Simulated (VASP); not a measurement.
```
CELL_PARAMETERS angstrom
      5.15175     0.00000     0.00000
      0.00000     5.15175     0.00000
      0.00000     0.00000     3.46051
ATOMIC_POSITIONS crystal
  Pb 0.00000 0.00000 0.00000
  Pb 0.50000 0.50000 0.50000
  O  0.30855 0.30855 0.00000
  O  0.80855 0.19145 0.50000
  O  0.19145 0.80855 0.50000
  O  0.69145 0.69145 0.00000
```

Level of theory: RPBE GGA, VASP's PBE PAW potentials (set 64) (plane waves; VASP). Run with 520 eV cut-off, 5×5×7 Γ-centred mesh, tetrahedra with Blöchl corrections, potentials Pb_d O.

What does the run give for the energy per atom (σ→0)?

```yaml
energy per atom (σ→0): -4.940 eV/atom
```

Total energies compare only between runs with the same potentials, cut-off and functional.

The compound is PbO2 in the rutile structure. It was relaxed first, which changed the volume by +10 %.
